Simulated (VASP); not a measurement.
VASP runs on BaF2 (fluorite) share one base input (PBE GGA, plane waves, VASP's PBE PAW potentials (set 64)) and change the settings named in each case.

INCAR:
```
# general
SYSTEM   =  BaF2
PREC     =  Accurate
ENCUT    =  520
LREAL    =  .False.
LASPH    =  .True.

# electronic loop
EDIFF    =  1E-6
NELM     =  100
ALGO     =  Normal
LMAXMIX  =  4

# smearing
ISMEAR   =  0
SIGMA    =  0.05

# functional
GGA      =  PE

# ions
ISIF     =  2

# output
LWAVE    =  .False.
LCHARG   =  .False.
```

POSCAR:
```
BaF2
1
    0.0000000000     3.1620000000     3.1620000000
    3.1620000000     0.0000000000     3.1620000000
    3.1620000000     3.1620000000     0.0000000000
Ba F
1 2
Direct
  0.0000000000   0.0000000000   0.0000000000
  0.2500000000   0.2500000000   0.2500000000
  0.7500000000   0.7500000000   0.7500000000
```

KPOINTS:
```
Automatic mesh
0
Gamma
6 6 6
0 0 0
```

POTCAR, in this order: Ba_sv F (PBE.64 set). Program: vasp_std.

```tsv
change	irreducible k-points
base run	16
ISYM = -1	216
ISYM = 0	112
ISYM = 1	16
SYMPREC = 1E-3	16
```
 Unless said otherwise, spin-orbit coupling is left out, though it shifts the bands of the heavy elements here.

Left out are runs that ran out of time, are held back, or changed the cell or the kind of run, fixed moments of cells without a moment, rows past the twelfth, gaps on odd meshes, pressures of charged cells and columns that move by less than the noise.

The compound is BaF2 in the fluorite structure. The cell was not relaxed at this level.
